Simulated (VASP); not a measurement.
HgTe: stress against strain

HgTe (zinc blende, F-43m, 34.573 Å³/atom and stress up to 0.01 GPa in the relaxed cell, cube axes along x, y and z) under a strain ε along a cube axis (axis z), the other axes held. PBEsol in VASP (plane waves, PAW), 480 eV, 8×8×8 Γ-centred mesh, Methfessel-Paxton smearing 0.10 eV; ions are relaxed, or left where forces stay under 0.02 eV/Å, within the symmetry of each cell. Stress is positive for a compressed cell.

Here s stands for strain and y for stress zz.

```
strain (%)  stress zz (GPa)
----------  ---------------
-1.50                  0.82
-1.00                  0.54
-0.50                  0.28
0.00                   0.01
0.50                  -0.25
1.00                  -0.50
1.50                  -0.76
3.00                      ?
```

Fit y of the 7 rows that show it with a straight line. Means: s 0, y 0.020. About the means, the sum of products is -3.6750 and the sum of squares of s is 7.0000; the slope is their ratio. Least squares gives y = 0.020 - 0.5250·s. Residuals (row less fit): 0.012, -0.005, -0.003, -0.010, -0.007, 0.005, 0.008; standard error 0.009 (degrees of freedom: 5). The slope gives the elastic constant C11 = 52.5 ± 0.3 GPa (± standard error of the fit, which holds the terms cut off).

Question: What does the fit predict for y at s = 3.00, and how far is the calculated value from it?

Answer: y = 0.020 - 0.5250 × 3.0 = -1.555 GPa. The calculation gives -1.49 GPa, 0.065 GPa above the prediction (2.8 % of the range of y in the table). The row lies outside the fitted rows, so this is an extrapolation. From the scatter of the fitted rows alone, a prediction at this place has a standard error of 0.014 GPa, so the miss is 4.6 times that.

A polynomial of degree 2 through the 12 other runs of the series gives -1.49 there, so most of the miss is curvature that the fit leaves out. This level leaves no gap over 0.05 eV at strain -1.00, -0.50, 0.00, 0.50, 1.00, 1.50, 3.00 %. Spin-orbit coupling is left out, which can shift these values for the heavy elements here. Rows are the converged runs of the series near zero and its far end, less any whose ions stayed unrelaxed beside relaxed ones; series whose fitted rows scatter by over a few per cent of the range, as at a crossing or softening among them, aren't shown in this form. Most that stay on the fit to the last digits aren't either.
